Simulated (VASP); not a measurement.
RbAg, 2 atoms in the cell. Symmetry: Fm-3m, No. 225, cubic system. Conventional cell: a = 6.561 Å, b = 6.561 Å, c = 6.561 Å, α = 90.00°, β = 90.00°, γ = 90.00°. Around Rb (site symmetry m-3m) lie 6 Ag at 3.28 Å. Ag (site symmetry m-3m) is surrounded by 6 Rb at 3.28 Å. The cell was built by a generator and needn't be a form met in nature.

| Property | Result |
| --- | --- |
| Program | VASP 6.6.1 |
| Task | single point |
| Functional | PBE |
| Potentials or basis | VASP PAW PBE potentials, release 64 (Rb_sv, Ag) |
| Cutoff | 520 eV |
| k mesh | 7 × 7 × 7 |
| Occupations | fermi-dirac, width 0.1 eV |
| Spin | no spin polarisation |
| Dipole correction | no |
| Further INCAR settings | ALGO = Fast; EDIFF = 1e-07; NBANDS = 17 |

Potentials or basis: VASP PAW PBE potentials, release 64 (Rb_sv, Ag).

Launch:

```bash
$ cat potpaw_PBE.64/Rb_sv/POTCAR potpaw_PBE.64/Ag/POTCAR > POTCAR
$ mpirun -np 1 vasp_std > vasp.out
```

Hardware: 1 thread of Intel(R) Xeon(R) Platinum 8375C CPU @ 2.90GHz (Ice Lake), with other jobs on the host.

Question: Estimate the wall time of this run.

Answer: It took 35 s on 1 thread of Intel(R) Xeon(R) Platinum 8375C CPU @ 2.90GHz (Ice Lake), with other jobs on the host, peak memory 0.2 GiB. Counts: scf iterations 15, k points 20.
